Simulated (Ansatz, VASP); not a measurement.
# ZnAs2C (CuAu-ordered zincblende type (invented)): VASP beside Ansatz

One calculation is typed for both programs; each brings its own data sets. How far apart do they land? The cell is generated by rule, not measured, and may not be a known phase. The cell is taken from a series of runs on this material, whose earlier steps may have relaxed, scaled, displaced or heated it; both programs get it as it stands.

Main program and level: Ansatz 0.2.0; plane waves, with VASP 6.6.1 beside it; relaxation of cell and atoms at PBEsol.

## (1) The starting structure

Symmetry: P-4m2, No. 115, tetragonal system. The conventional cell has a = 3.480 Å, b = 3.480 Å, c = 5.542 Å, α = 90.00°, β = 90.00°, γ = 90.00°. Nearest to Zn lie 4 As at 2.40 Å. C has 4 As at 2.07 Å nearest. Nearest to As lie 2 C at 2.07 Å and 2 Zn at 2.40 Å. Farther neighbours are not listed.

## (2) VASP: relaxation of cell and atoms, PBEsol

The relaxed volume is the usual yardstick between codes: in a stiff, nearly cubic crystal its relative difference is about their pressure difference at one cell divided by the bulk modulus.

Lines of VASP's logs that name or quote its potential files are left out, and so is its time.

INCAR reads:

```
SYSTEM = ZnAs2C
PREC = Accurate
ENCUT = 600
EDIFF = 1E-07
NELM = 120
ISMEAR = 0
SIGMA = 0.1
LREAL = .FALSE.
ALGO = Normal
GGA = PS
NBANDS = 19
LORBIT = 11
LWAVE = .FALSE.
LCHARG = .FALSE.
ISIF = 3
IBRION = 2
NSW = 80
EDIFFG = -0.005
LASPH = .TRUE.
GGA_COMPAT = .FALSE.
NELMIN = 4
KPAR = 2
```

POSCAR reads:

```
ZnAs2C
1.0
    3.4802920000      0.0000000000      0.0000000000
    0.0000000000      3.4802920000      0.0000000000
    0.0000000000      0.0000000000      5.5424380000
Zn C As
1 1 2
Direct
    0.0000000000      0.0000000000      0.0000000000
    0.5000000000      0.5000000000      0.5000000000
    0.0000000000      0.5000000000      0.2986561149
    0.5000000000      0.0000000000      0.7013438851
```

KPOINTS reads:

```
Automatic mesh
0
Gamma
12 12 8
0 0 0
```

Potentials, in the order of the species: Zn, C and As (PBE family, release 64).

On the command line:

```bash
mpirun -np 2 vasp_std
```

Numbers of over 12 decimals in the logs are rounded to 6 here.

The program printed:

```text
[banner, memory and clock lines left out]
running    2 mpi-ranks, on    1 nodes
 distrk:  each k-point on    1 cores,    2 groups
 distr:  one band on    1 cores,    1 groups

 POSCAR found type information on POSCAR ZnC As
 POSCAR found :  3 types and       4 ions
|                                                                             |
|               ----> ADVICE to this user running VASP <----                  |
|                                                                             |
|     You enforced a specific xc type in the INCAR file but a different       |
|     [... a line on the potential file left out ...]
|     I HOPE YOU KNOW WHAT YOU ARE DOING!                                     |
|                                                                             |

 LDA part: xc-table for (Slater+PW92), standard interpolation
 POSCAR, INCAR and KPOINTS ok, starting setup
 FFT: planning ... GRIDC
 FFT: planning ... GRID_SOFT
 FFT: planning ... GRID
 WAVECAR not read
 entering main loop
       N       E                     dE             d eps       ncg     rms          rms(c)
DAV:   1     0.154492520651E+03    0.15449E+03   -0.13308E+04  5320   0.161E+03
DAV:   2    -0.528117527791E+01   -0.15977E+03   -0.15426E+03  5600   0.320E+02
DAV:   3    -0.194665413672E+02   -0.14185E+02   -0.13919E+02  6875   0.900E+01
DAV:   4    -0.198128673283E+02   -0.34633E+00   -0.34321E+00  6326   0.124E+01
DAV:   5    -0.198165728006E+02   -0.37055E-02   -0.37033E-02  6564   0.140E+00    0.760E+00
DAV:   6    -0.189377757290E+02    0.87880E+00   -0.74149E+00  8063   0.549E+01    0.508E+00
DAV:   7    -0.188130445681E+02    0.12473E+00   -0.11457E+00  6521   0.141E+01    0.272E+00
DAV:   8    -0.187964946886E+02    0.16550E-01   -0.28442E-01  6542   0.309E+00    0.714E-01
DAV:   9    -0.187874282478E+02    0.90664E-02   -0.50699E-02  6764   0.144E+00    0.211E-01
DAV:  10    -0.187873483793E+02    0.79868E-04   -0.57936E-03  6568   0.605E-01    0.988E-02
DAV:  11    -0.187873351026E+02    0.13277E-04   -0.90622E-04  6806   0.213E-01    0.265E-02
DAV:  12    -0.187873258995E+02    0.92031E-05   -0.96807E-05  6578   0.151E-01    0.111E-02
DAV:  13    -0.187873274394E+02   -0.15399E-05   -0.17497E-05  7196   0.522E-02    0.593E-03
DAV:  14    -0.187873272566E+02    0.18279E-06   -0.40915E-06  7034   0.140E-02    0.133E-03
DAV:  15    -0.187873272450E+02    0.11642E-07   -0.38922E-07  5803   0.386E-03
   1 F= -.18787327E+02 E0= -.18784126E+02  d E =-.187873E+02
[...]
2 F= -.18795853E+02 E0= -.18792779E+02  d E =-.852570E-02
[...]
3 F= -.18796040E+02 E0= -.18793002E+02  d E =-.871280E-02
[...]
4 F= -.18798479E+02 E0= -.18795637E+02  d E =-.243911E-02
[...]
5 F= -.18798556E+02 E0= -.18795746E+02  d E =-.251575E-02
[...]
6 F= -.18798884E+02 E0= -.18796044E+02  d E =-.327804E-03
[...]
7 F= -.18798969E+02 E0= -.18796101E+02  d E =-.413661E-03
 curvature:  -1.10 expect dE=-0.461E-05 dE for cont linesearch -0.118E-05
 ZBRENT: interpolating
 opt :   2.0026  next Energy=   -18.798971 (dE=-0.415E-03)
 bond charge predicted
       N       E                     dE             d eps       ncg     rms          rms(c)
DAV:   1    -0.187989757148E+02   -0.63011E-05   -0.19376E-04  5735   0.115E-01    0.169E-02
DAV:   2    -0.187989725761E+02    0.31387E-05   -0.10739E-05  6860   0.662E-02    0.992E-03
DAV:   3    -0.187989712058E+02    0.13703E-05   -0.18218E-06  6819   0.276E-02    0.399E-03
DAV:   4    -0.187989709610E+02    0.24485E-06   -0.51567E-07  6189   0.120E-02    0.596E-04
DAV:   5    -0.187989709627E+02   -0.17262E-08   -0.79437E-08  3075   0.287E-03
   8 F= -.18798971E+02 E0= -.18796106E+02  d E =-.415168E-03
 curvature:  -1.11 expect dE=-0.239E-05 dE for cont linesearch -0.530E-08
 trial: gam= 0.02080 g(F)=  0.182E-05 g(S)=  0.335E-06 ort =-0.149E-05 (trialstep = 0.126E+01)
 search vector abs. value=  0.230E-05
 reached required accuracy - stopping structural energy minimisation
```

OUTCAR, selected parts (step 2):

```text
ion  position               nearest neighbor table
   1  0.000  0.000  0.000-   3 2.40   4 2.40   3 2.40   4 2.40
   2  0.500  0.500  0.500-   3 2.07   4 2.07   4 2.07   3 2.07
   3  0.000  0.500  0.299-   2 2.07   2 2.07   1 2.40   1 2.40
   4  0.500  0.000  0.701-   2 2.07   2 2.07   1 2.40   1 2.40

  LATTYP: Found a simple tetragonal cell.
 ALAT       =     3.4802920000
 C/A-ratio  =     1.5925209724

 Subroutine GETGRP returns: Found  8 space group operations
 (whereof  8 operations were pure point group operations)

The static configuration has the point symmetry D_2d.

 Found    140 irreducible k-points:

   k-points           NKPTS =    140   k-points in BZ     NKDIM =    140   number of bands    NBANDS=     19

   dimension x,y,z NGX =    28 NGY =   28 NGZ =   48
   dimension x,y,z NGXF=    56 NGYF=   56 NGZF=   96

   ENCUT  =  600.0 eV  44.10 Ry    6.64 a.u.   6.95  6.95 11.07*2*pi/ulx,y,z

   NELECT =      26.0000    total number of electrons

 k-points in reciprocal lattice and weights: Automatic mesh
   0.00000000  0.00000000  0.00000000       0.001
   0.08333333  0.00000000  0.00000000       0.003
   0.16666667  0.00000000  0.00000000       0.003
   0.25000000  0.00000000  0.00000000       0.003
   0.33333333  0.00000000  0.00000000       0.003
   0.41666667  0.00000000  0.00000000       0.003
   0.50000000  0.00000000  0.00000000       0.002
   0.08333333  0.08333333  0.00000000       0.003
   0.16666667  0.08333333  0.00000000       0.007
[...]
0.50000000  0.41666667  0.50000000       0.003
   0.50000000  0.50000000  0.50000000       0.001

 average (electrostatic) potential at core
       1 -35.0172       2 -51.8145       3 -50.3632       4 -50.3632

 E-fermi :   4.8515

 k-point     1 :       0.0000    0.0000    0.0000
  band No.  band energies     occupation
    ...
      9      -0.0347      2.00000
     10      -0.0347      2.00000
     11       3.4434      2.00000
     12       3.7199      2.00000
     13       4.8625      0.87612
     14       5.6153      0.00000
     15       5.6153      0.00000
     16       7.9748      0.00000
     17       7.9748      0.00000
     18       8.3072      0.00000
    ...

 k-point     2 :       0.0833    0.0000    0.0000
  band No.  band energies     occupation
    ...
      8      -2.7930      2.00000
      9      -0.3888      2.00000
     10       0.0083      2.00000
     11       3.4711      2.00000
     12       3.6641      2.00000
     13       4.9958      0.04128
     14       5.2725      0.00000
     15       5.5929      0.00000
     16       7.7684      0.00000
     17       8.0334      0.00000
    ...

 k-point     3 :       0.1667    0.0000    0.0000
  band No.  band energies     occupation
    ...
      9      -1.0049      2.00000
     10       0.1301      2.00000
     11       2.7691      2.00000
     12       3.5602      2.00000
     13       4.4343      2.00000
     14       5.5204      0.00000
     15       6.2224      0.00000
     16       7.5319      0.00000
     17       8.2045      0.00000
     18       9.1657      0.00000
    ...

  Total        0.0036332      0.0036332      0.0011641      0.0000000     -0.0000000      0.0000000
  in kB        0.0861251      0.0861251      0.0275940      0.0000000     -0.0000000      0.0000000
  external PRESSURE =       0.0666147 kB  Pullay stress =       0.0000000 kB

  energy-cutoff  :      600.00
  volume of cell :       67.59
      direct lattice vectors                 reciprocal lattice vectors
     3.508737945  0.000000000  0.000000000     0.285002760  0.000000000  0.000000000
     0.000000000  3.508737945  0.000000000     0.000000000  0.285002760  0.000000000
     0.000000000 -0.000000000  5.489973876     0.000000000 -0.000000000  0.182150229

 POSITION                                       TOTAL-FORCE (eV/Angst)
 -----------------------------------------------------------------------------------
      0.00000      0.00000      0.00000        -0.000000     -0.000000      0.000000
      1.75437      1.75437      2.74499         0.000000      0.000000      0.000000
      0.00000      1.75437      1.61414         0.000000      0.000000     -0.004344
      1.75437     -0.00000      3.87584         0.000000     -0.000000      0.004344
 -----------------------------------------------------------------------------------
    total drift:                               -0.000000      0.000000      0.000000

  FREE ENERGIE OF THE ION-ELECTRON SYSTEM (eV)
  ---------------------------------------------------
  free  energy   TOTEN  =       -18.7989709627 eV

  energy  without entropy=      -18.7932402385  energy(sigma->0) =      -18.79610560

 reached required accuracy - stopping structural energy minimisation

 total charge
# of ion       s       p       d       tot
------------------------------------------
    1        0.624   0.591   9.741  10.956
    2        0.887   1.343   0.000   2.231
    3        1.232   1.480   0.072   2.784
    4        1.232   1.480   0.072   2.784
--------------------------------------------------
tot          3.974   4.895   9.886  18.755

[... 3 further parts left out ...]
```

CONTCAR:

```
ZnAs2C
   1.00000000000000
     3.5087379449232410    0.0000000000000000    0.0000000000000000
     0.0000000000000000    3.5087379449232410    0.0000000000000000
     0.0000000000000000   -0.0000000000000000    5.4899738756928658
  Zn              C               As
     1     1     2
Direct
     0.0000000000000000    0.0000000000000000    0.0000000000000000
     0.5000000000000000    0.5000000000000000    0.5000000000000000
     0.0000000000000000    0.5000000000000000    0.2940155694070788
     0.5000000000000000    0.0000000000000000    0.7059844305929213
```

(Continued in part 2 of 2.)

[Lines on the potential files, build, host, timing and source positions are cut from VASP's logs without a mark.]

[Logs are printed without paths, hosts, clocks, repeated set-up lines and the standing remarks that a program may print on its own settings, such as how far it seeks lower states.]

[Hosts, paths, dates, database ids (printed as entryN), source tags and the programs' standing remarks are cut or masked in the printed files.]
